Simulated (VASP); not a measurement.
Input:

```
CELL_PARAMETERS angstrom
      0.00000     2.34961     2.34961
      2.34961     0.00000     2.34961
      2.34961     2.34961     0.00000
ATOMIC_POSITIONS crystal
  Ca 0.00000 0.00000 0.00000
  O  0.50000 0.50000 0.50000
```

Computed with optB86b-vdW, VASP's PBE PAW potentials (set 64) (plane waves; VASP). Numerical set-up: 520 eV cut-off, 10×10×10 Γ-centred mesh, Gaussian smearing of 0.050 eV, potentials Ca_sv O.

**Question.** Give the stress tensor in GPa (positive for a compressed cell).

**Answer.** 
```
8.07  0.00  0.00
0.00  8.07  0.00
0.00  0.00  8.07
```
The pressure is its mean diagonal, 8.07 GPa.

The compound is CaO in the rock salt structure. This cell is one point of a volume scan, at 0.94 of the reference volume.
